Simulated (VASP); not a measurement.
```
CELL_PARAMETERS angstrom
      0.00000     3.33108     3.33108
      3.33108     0.00000     3.33108
      3.33108     3.33108     0.00000
ATOMIC_POSITIONS crystal
  Rb 0.00000 0.00000 0.00000
  Cl 0.50000 0.50000 0.50000
```

Level of theory: AM05 GGA, VASP's PBE PAW potentials (set 64) (plane waves; VASP 6.6.1). Settings: 520 eV cut-off, 8×8×8 Γ-centred mesh, tetrahedra with Blöchl corrections, potentials Rb_sv Cl.

Estimate the energy per atom (σ→0), band gap (on the k-mesh) with the smallest direct gap where there is one.

```json
{
  "band gap (on the k-mesh)": "4.95 eV",
  "smallest direct gap (on the k-mesh)": "4.95 eV",
  "energy per atom (σ→0)": "-3.287 eV/atom"
}
```

Only differences to runs with the same potentials and settings are physical.

The compound is RbCl in the rock salt structure. It was relaxed first.
